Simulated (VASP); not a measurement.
A convergence study with VASP on ZrO2: one setting is varied, all else stays as given below, so the limit is that of these other settings.

```
ZrO2
1.0
    3.61717     0.00000     0.00000
    1.80859     3.13256     0.00000
    0.00000     0.00000    21.38348
O Zr
6 3
Cartesian
  1.80858   1.04419   7.00001
  0.00000   0.00000   8.47669
  3.61717   2.08838   9.95339
  1.80858   1.04419  11.43009
  0.00000   0.00000  12.90679
  3.61717   2.08838  14.38347
  3.61717   2.08838   7.73830
  0.00000   0.00000  10.69170
  1.80858   1.04419  13.64510
```

Calculation: PBE GGA, VASP's PBE PAW potentials (set 64) (plane waves; VASP 6.6.1). The tightest run used: 400 eV cut-off, 20×20×1 Γ-centred mesh, Fermi-Dirac smearing of 0.010 eV, potentials O Zr_sv.

**Question.** The settings run are 2×2×1 mesh; 3×3×1 mesh; 4×4×1 mesh; 5×5×1 mesh; 6×6×1 mesh; 8×8×1 mesh; 9×9×1 mesh; 10×10×1 mesh; 12×12×1 mesh; 14×14×1 mesh; 17×17×1 mesh; 20×20×1 mesh. From which on does the largest force stay within 0.02 eV/Å of the tightest run?

**Answer.** From 4×4×1 mesh on: it is off by 0.002 there and by no more than 0.02 in any finer run, while 3×3×1 mesh is off by 0.035.
```csv
setting,E (eV/atom),largest force (eV/Å),irreducible k-points,difference judged (eV/Å)
2×2×1 mesh,-9.3125,1.046,2,0.217
3×3×1 mesh,-9.3971,0.794,3,0.035
4×4×1 mesh,-9.3976,0.831,4,0.002
5×5×1 mesh,-9.3978,0.829,5,0.000
6×6×1 mesh,-9.3975,0.829,7,0.000
8×8×1 mesh,-9.3974,0.829,10,0.000
9×9×1 mesh,-9.3971,0.829,12,0.000
10×10×1 mesh,-9.3971,0.829,14,0.000
12×12×1 mesh,-9.3973,0.829,19,0.000
14×14×1 mesh,-9.3974,0.829,24,0.000
17×17×1 mesh,-9.3973,0.829,33,0.000
20×20×1 mesh,-9.3972,0.829,44,0.000
```

Left out are rungs that failed or repeat a setting and relaxations that didn't move; long series are thinned to 24 rows.

The cell is a sheet or thin cut with vacuum, built from a generated structure.
